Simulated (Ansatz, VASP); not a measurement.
**NbTe: VASP beside Ansatz**

```
Te Nb
1.0
     3.75170    0.00000    0.00000
    -1.87585    3.24907    0.00000
     0.00000    0.00000    3.74282
Te Nb
1 1
Direct
  0.66667 0.33333 0.00000
  0.00000 0.00000 0.50000
```

The cell comes from a database or a generator and needn't be the stable form of this composition.

Alike in both runs: task single point; functional LDA; k mesh 8 × 8 × 7; occupations fermi-dirac, width 0.05 eV; no spin polarisation.

|  | VASP | Ansatz |
| --- | --- | --- |
| version | VASP 6.6.1 | Ansatz 0.2.0 |
| potentials or method | VASP PAW LDA potentials, release 64 (Te, Nb_sv) | Ansatz PAW |
| plane-wave cutoff (eV) | 520 | 420 |
| valence electrons in the cell | 19 | 29 |

Ansatz gave:

```
gap on the k mesh at the Fermi level (eV)       : none
pressure (GPa)                                  : -11.3
largest component of the traceless stress (GPa) : 1.23
```

Task: What did VASP give for the same quantities?

Result: gap on the k mesh at the Fermi level (eV): none; pressure (GPa): -11.3; largest component of the traceless stress (GPa): 1.26.

A gap of «none» marks a metal or a gap that the smearing closes. The two sets of potentials don't hold the same shells in valence.

Caveats: the PAW data sets come from PBE, with cores solved anew for the run's functional, which leaves a small shift of forces and pressure (Ansatz). Spin-orbit coupling is left out, which matters for the levels of Te.
